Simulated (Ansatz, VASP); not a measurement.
Al3BP2 in VASP and in Ansatz

```xyz
6
Lattice="4.4231 0.0000 0.0000 -2.2115 3.8305 0.0000 0.0000 0.0000 8.8153" Properties=species:S:1:pos:R:3 pbc="T T T"
Al    2.2115    1.2768    6.4513
Al    2.2115    1.2768    2.3640
Al    0.0000    2.5537    0.0000
B     2.2115    1.2768    4.4077
P     2.2115    1.2768    0.0000
P     0.0000    0.0000    0.0000
```

Alike in both runs: functional PBE; k mesh 6 × 6 × 2; occupations gaussian, width 0.1 eV; no spin polarisation.

Ansatz relaxed the structure, and its values are those at the end. VASP's run is a single point on that final structure, the one shown.

|  | VASP | Ansatz |
| --- | --- | --- |
| version | VASP 6.6.1 | Ansatz 0.2.0 |
| potentials or method | VASP PAW PBE potentials, release 64 (Al, B, P) | scalar-relativistic, plane waves, PAW |
| plane-wave cutoff (eV) | 520 | 420 |
| valence electrons in the cell | 22 | 22 |

|  | VASP | Ansatz | Ansatz less VASP |
| --- | --- | --- | --- |
| gap on the k mesh at the Fermi level (eV) | none | none | - |
| pressure (GPa) | 0.1 | 0.1 | +0.05 |
| rms of the force components (eV/Å) | 0.004 | 0.001 | -0.0021 |

A gap of «none» marks a metal or a gap that the smearing closes. The functional is the same, so the differences come from potentials, cutoffs and numerics.
